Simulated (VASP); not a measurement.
Here is the system:

```
CELL_PARAMETERS angstrom
      0.00000     2.80857     2.80857
      2.80857     0.00000     2.80857
      2.80857     2.80857     0.00000
ATOMIC_POSITIONS crystal
  Na 0.00000 0.00000 0.00000
  Cl 0.50000 0.50000 0.50000
```

Calculation: rev-vdW-DF2, VASP's PBE PAW potentials (set 64) (plane waves; VASP 6.6.1). Numerical set-up: 520 eV cut-off, 9×9×9 Γ-centred mesh, tetrahedra with Blöchl corrections, potentials Na_pv Cl.

Task: Predict the energy per atom (σ→0), band gap (on the k-mesh) with the smallest direct gap where there is one.

Result: 
The band gap (on the k-mesh) is 5.06 eV, the smallest direct gap (on the k-mesh) is 5.06 eV and the energy per atom (σ→0) is -1.736 eV/atom.

The absolute energy has meaning only against runs of the same code, potentials and settings.

The compound is NaCl in the rock salt structure. It was relaxed first.
